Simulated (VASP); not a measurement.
Input:

```yaml
crystal:
  lattice:
    - [-2.17455, 2.17455, 2.17455]
    - [2.17455, -2.17455, 2.17455]
    - [2.17455, 2.17455, -2.17455]
  atoms:
    - { symbol: Eu, position: [0.00000, 0.00000, 0.00000] }
```

All values below come from AM05 GGA, VASP's PBE PAW potentials (set 64) (plane waves; VASP). Numerical set-up: 520 eV cut-off, 12×12×12 Γ-centred mesh, first-order Methfessel-Paxton smearing of 0.10 eV, potentials Eu_2.

The 4f electrons are frozen in the core of the lanthanide potential, so 4f levels, which can set the real gap, and their magnetism are missing.

Q: Predict the energy per atom (σ→0), band gap (on the k-mesh) with the smallest direct gap where there is one.

A: 
```yaml
band gap (on the k-mesh): none (metal, semimetal or under 0.01 eV)
energy per atom (σ→0): -1947 meV/atom
```

The absolute energy has meaning only against runs of the same code, potentials and settings.

The compound is Eu in the bcc structure. It was relaxed first, which changed the volume by -14 %.
